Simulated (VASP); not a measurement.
Method: PBE GGA, VASP's PBE PAW potentials (set 64) (plane waves; VASP).

VASP ran on this input.

KPOINTS:
```
Automatic mesh
0
G
  7 7 3
0 0 0
```

**INCAR**
```
ALGO  =  Normal
EDIFF  =  1E-6
EDIFFG  =  -0.02
ENCUT  =  480
GGA  =  PE
IBRION  =  2
ISIF  =  3
ISMEAR  =  0
LASPH  =  T
LCHARG  =  F
LMAXMIX  =  6
LREAL  =  F
LWAVE  =  F
NELM  =  100
NSW  =  60
PREC  =  Accurate
SIGMA  =  0.05
SYSTEM  =  PtS2
```

File POSCAR:
```
PtS2
1.0
  3.5710133167   0.0000000000   0.0000000000
 -1.7855066584   3.0925883218   0.0000000000
  0.0000000000   0.0000000000   6.4110741931
Pt S
1 2
Cart
  0.0000000000   0.0000000000   0.0000000000
 -0.0000017855   2.0617265787   1.2274717531
  1.7855084438   1.0308617431   5.1836024400
```

POTCAR, in this order: Pt S (PBE.64 set). Program: vasp_std.

Without a dispersion term in the relaxation, distances and binding between the weakly bound layers, chains or molecules are unreliable, and so is what depends on them.

### Question
Predict the energy per atom (σ→0).

### Answer

The energy per atom (σ→0) is -5.156 eV/atom.

### OSZICAR
```
...
DAV:   7    -0.154889513351E+02    0.23548E+00   -0.14262E+00   635   0.133E+01    0.552E+00
DAV:   8    -0.154721511556E+02    0.16800E-01   -0.10094E-01   768   0.232E+00    0.119E+00
DAV:   9    -0.154664750918E+02    0.56761E-02   -0.16492E-02   719   0.146E+00    0.269E-01
DAV:  10    -0.154667731611E+02   -0.29807E-03   -0.26244E-03   810   0.367E-01    0.871E-02
DAV:  11    -0.154668125629E+02   -0.39402E-04   -0.75779E-05   791   0.841E-02    0.454E-02
DAV:  12    -0.154668167107E+02   -0.41479E-05   -0.15919E-05   705   0.373E-02    0.130E-02
DAV:  13    -0.154668176915E+02   -0.98078E-06   -0.25154E-06   706   0.127E-02
   1 F= -.15466818E+02 E0= -.15466818E+02  d E =-.154668E+02
```

The compound is PtS2 in the 1T layered structure. It was relaxed first, which changed the volume by +29 %. The start is the result of an earlier pass.
